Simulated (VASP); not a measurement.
Input of a VASP 6.6.1 run:

INCAR

```
SYSTEM = Ag
  PREC = Accurate
  ENCUT = 600
  EDIFF = 1E-6
  ISMEAR = 1
  SIGMA = 0.1
  LREAL = .FALSE.
  LASPH = .TRUE.
  NELM = 80
  ALGO = Normal
  ISIF = 3
  LWAVE = .FALSE.
  LCHARG = .FALSE.
  GGA = PE
  IVDW = 12
  IBRION = 2
  NSW = 90
  EDIFFG = -0.01
```

File KPOINTS:

```
regular mesh
0
G
  18 18 18
  0 0 0
```

Contents of POSCAR:

```
Ag
1.0
    0.0000000000      2.0427500000      2.0427500000
    2.0427500000      0.0000000000      2.0427500000
    2.0427500000      2.0427500000      0.0000000000
Ag
1
Direct
    0.0000000000      0.0000000000      0.0000000000
```

Potentials or basis: VASP PAW PBE potentials, release 64 (Ag).

Command:

```console
$ cat potpaw_PBE.64/Ag/POTCAR > POTCAR
$ mpirun -np 1 vasp_std > vasp.out
```

Predict the relaxed cell.

a = 2.878 Å, b = 2.878 Å, c = 2.878 Å, α = 60.00°, β = 60.00°, γ = 60.00°.

What does it give for the band gap on the k mesh?

None (metal or under the smearing width).

Predict the relaxed volume.

16.86 Å³/atom.

The path:
| step | energy change (eV) | largest force (eV/Å) | pressure (GPa) | volume (Å³) |
| --- | --- | --- | --- | --- |
| 1 | 0.0000 | 0.0000 | -1.19 | 17.05 |
| 2 | -0.0004 | 0.0000 | 0.88 | 16.74 |
| 3 | -0.0007 | 0.0000 | 0.03 | 16.86 |

Caveat: pairwise dispersion overbinds metals, which lowers pressure and volume.
